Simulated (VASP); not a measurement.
All values below come from PBE GGA, VASP's PBE PAW potentials (set 64) (plane waves; VASP).

VASP ran on this input.

File KPOINTS:
```
Automatic mesh
0
Gamma
11 11 11
0 0 0
```

### POSCAR
```
Si3N4
1
    0.0000000000     3.9970670000     3.9970670000
    3.9970670000     0.0000000000     3.9970670000
    3.9970670000     3.9970670000     0.0000000000
Si N
6 8
Direct
  0.1250000000   0.1250000000   0.1250000000
  0.6250000000   0.1250000000   0.1250000000
  0.1250000000   0.6250000000   0.1250000000
  0.1250000000   0.1250000000   0.6250000000
  0.7500000000   0.7500000000   0.7500000000
  0.5000000000   0.5000000000   0.5000000000
  0.3626000000   0.3626000000   0.3626000000
  0.9122000000   0.3626000000   0.3626000000
  0.3626000000   0.9122000000   0.3626000000
  0.3626000000   0.3626000000   0.9122000000
  0.8874000000   0.8874000000   0.8874000000
  0.3378000000   0.8874000000   0.8874000000
  0.8874000000   0.3378000000   0.8874000000
  0.8874000000   0.8874000000   0.3378000000
```

**INCAR**
```
ALGO = Normal
EDIFF = 1E-6
ENCUT = 400
GGA = PE
ISIF = 2
ISMEAR = -1
LASPH = T
LCHARG = F
LORBIT = 11
LREAL = Auto
LWAVE = F
NEDOS = 601
NELM = 100
PREC = Accurate
SIGMA = 0.136
SYSTEM = Si3N4
```

POTCAR, in this order: Si N (PBE.64 set). Program: vasp_std.

The resulting files:

File OSZICAR:
```
       N       E                     dE             d eps       ncg     rms          rms(c)
DAV:   1     0.232210778799E+03    0.23221E+03   -0.27757E+04  4480   0.121E+03
DAV:   2    -0.107286461792E+03   -0.33950E+03   -0.32561E+03  5824   0.260E+02
DAV:   3    -0.123725642518E+03   -0.16439E+02   -0.16316E+02  5376   0.636E+01
DAV:   4    -0.123973444055E+03   -0.24780E+00   -0.24695E+00  5456   0.824E+00
DAV:   5    -0.123979508892E+03   -0.60648E-02   -0.60621E-02  5264   0.117E+00    0.242E+01
DAV:   6    -0.111300066530E+03    0.12679E+02   -0.51075E+01  5144   0.291E+01    0.109E+01
DAV:   7    -0.111355113386E+03   -0.55047E-01   -0.20223E+00  5816   0.654E+00    0.561E+00
DAV:   8    -0.111341209256E+03    0.13904E-01   -0.80825E-02  5256   0.156E+00    0.184E+00
DAV:   9    -0.111343821306E+03   -0.26121E-02   -0.15440E-02  5376   0.769E-01    0.313E-01
DAV:  10    -0.111344744456E+03   -0.92315E-03   -0.21071E-03  5264   0.227E-01    0.100E-01
DAV:  11    -0.111344787731E+03   -0.43275E-04   -0.75782E-04  5368   0.124E-01    0.298E-02
DAV:  12    -0.111344781238E+03    0.64932E-05   -0.41107E-05  5360   0.331E-02    0.859E-03
DAV:  13    -0.111344782274E+03   -0.10369E-05   -0.73524E-06  5376   0.119E-02    0.485E-03
DAV:  14    -0.111344782265E+03    0.93796E-08   -0.59553E-07  3576   0.409E-03
   1 F= -.11134478E+03 E0= -.11134478E+03  d E =-.589738E-05
```

OUTCAR:
```
------------------------ aborting loop because EDIFF is reached ----------------------------------------
  FORCE on cell =-STRESS in cart. coord.  units (eV):
  Direction    XX          YY          ZZ          XY          YZ          ZX
  --------------------------------------------------------------------------------------
  Total      -16.0236169    -16.0236169    -16.0236169     -0.0000000      0.0000000      0.0000000
  in kB     -201.0096264   -201.0096264   -201.0096264     -0.0000000      0.0000000      0.0000000
  external PRESSURE =    -201.0096264 kB  Pullay stress =       0.0000000 kB
  volume of cell :      127.72
      direct lattice vectors                 reciprocal lattice vectors
     0.000000000  3.997067000  3.997067000    -0.125091724  0.125091724  0.125091724
     3.997067000  0.000000000  3.997067000     0.125091724 -0.125091724  0.125091724
     3.997067000  3.997067000  0.000000000     0.125091724  0.125091724 -0.125091724
 POSITION                                       TOTAL-FORCE (eV/Angst)
 -----------------------------------------------------------------------------------
      0.99927      0.99927      0.99927         0.000000      0.000000      0.000000
      0.99927      2.99780      2.99780         0.000000      0.000000      0.000000
      2.99780      0.99927      2.99780         0.000000      0.000000      0.000000
      2.99780      2.99780      0.99927         0.000000      0.000000      0.000000
      5.99560      5.99560      5.99560         0.000000      0.000000      0.000000
      3.99707      3.99707      3.99707         0.000000      0.000000      0.000000
      2.89867      2.89867      2.89867         1.254430      1.254430      1.254430
      2.89867      5.09546      5.09546         1.254430     -1.254430     -1.254430
      5.09546      2.89867      5.09546        -1.254430      1.254430     -1.254430
      5.09546      5.09546      2.89867        -1.254430     -1.254430      1.254430
      7.09399      7.09399      7.09399        -1.254430     -1.254430     -1.254430
      7.09399      4.89721      4.89721        -1.254430      1.254430      1.254430
      4.89721      7.09399      4.89721         1.254430     -1.254430      1.254430
      4.89721      4.89721      7.09399         1.254430      1.254430     -1.254430
 -----------------------------------------------------------------------------------
    total drift:                                0.000000      0.000000      0.000000
  FREE ENERGIE OF THE ION-ELECTRON SYSTEM (eV)
  ---------------------------------------------------
  free  energy   TOTEN  =      -111.3447822650 eV

  energy  without entropy=     -111.3447763676  energy(sigma->0) =     -111.34477932

 total charge

# of ion       s       p       d       tot
------------------------------------------
    1        0.618   0.865   0.000   1.483
    2        0.618   0.865   0.000   1.483
    3        0.618   0.865   0.000   1.483
    4        0.618   0.865   0.000   1.483
    5        0.672   0.792   0.000   1.464
    6        0.672   0.792   0.000   1.464
    7        1.240   2.562   0.000   3.802
    8        1.240   2.562   0.000   3.802
    9        1.240   2.562   0.000   3.802
   10        1.240   2.562   0.000   3.802
   11        1.240   2.562   0.000   3.802
   12        1.240   2.562   0.000   3.802
   13        1.240   2.562   0.000   3.802
   14        1.240   2.562   0.000   3.802
--------------------------------------------------
tot         13.735  25.540   0.000  39.275
```
(Selected blocks of OUTCAR.)

At this cut-off the stress carries a Pulay error, which pulls relaxed volumes low.

The structure was generated: Si3N4 was put into an ordered model structure, which need not be its known phase. The cell was not relaxed at this level. The run is one of a series of settings (NEDOS = 601, KPOINTS 11×11×11 Γ-centred mesh against the base run), some of them coarse on purpose.
